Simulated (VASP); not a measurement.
All values below come from LDA (Ceperley-Alder, Perdew-Zunger), VASP's LDA PAW potentials (set 64) (plane waves; VASP).

VASP ran on this input.

### INCAR
```
SYSTEM = MoSi2
PREC = Accurate; ENCUT = 500; LREAL = .FALSE.
LASPH = .TRUE.
EDIFF = 1E-6; NELM = 100; ALGO = Normal
LMAXMIX = 4
ISMEAR = 1; SIGMA = 0.1
IBRION = 2; NSW = 40; ISIF = 3
EDIFFG = -0.02; PSTRESS = 100
LWAVE = .FALSE.; LCHARG = .FALSE.
```

### KPOINTS
```
Regular mesh
0
G
14 14 14
0 0 0
```

POSCAR:
```
MoSi2
1.0
 -1.5666109059   1.5666109059   3.8448355149
  1.5666109059  -1.5666109059   3.8448355149
  1.5666109059   1.5666109059  -3.8448355149
Si Mo
2 1
direct
  0.6650814818   0.6650814818   0.0000000000
  0.3349185182   0.3349185182   0.0000000000
  0.0000000000   0.0000000000   0.0000000000
```

POTCAR, in this order: Si Mo_sv (LDA.64 set). Program: vasp_std.

**Question.** What will the output report for the number of irreducible k-points (NKPTS), largest plane-wave count, number of space-group operations, FFT grid (NGX, NGY, NGZ)?

**Answer.** 
```
Item                                          Result
--------------------------------------  ------------
number of irreducible k-points (NKPTS)           244
largest plane-wave count                         971
number of space-group operations                  16
FFT grid (NGX, NGY, NGZ)                32 × 32 × 32
```

The compound is MoSi2 in the MoSi2 type structure. This run relaxes it under an external pressure of 10 GPa. Symmetry was kept, so distortions that lower it aren't found.
